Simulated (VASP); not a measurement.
Given:

```
AlP
1.0
    0.00000     2.73561     2.73561
    2.73561     0.00000     2.73561
    2.73561     2.73561     0.00000
Al P
1 1
Direct
  0.00000   0.00000   0.00000
  0.25000   0.25000   0.25000
```

Calculation: PBEsol GGA, VASP's PBE PAW potentials (set 64) (plane waves; VASP). Run with 500 eV cut-off, 8×8×8 Γ-centred mesh, Gaussian smearing of 0.050 eV, potentials Al P.

**Question.** Predict the energy per atom (σ→0), band gap (on the k-mesh) with the smallest direct gap where there is one.

**Answer.** 
```yaml
band gap (on the k-mesh): 1.45 eV
smallest direct gap (on the k-mesh): 3.15 eV
energy per atom (σ→0): -5.498 eV/atom
```

The absolute energy has meaning only against runs of the same code, potentials and settings.

The compound is AlP in the zinc blende structure. It was relaxed first.
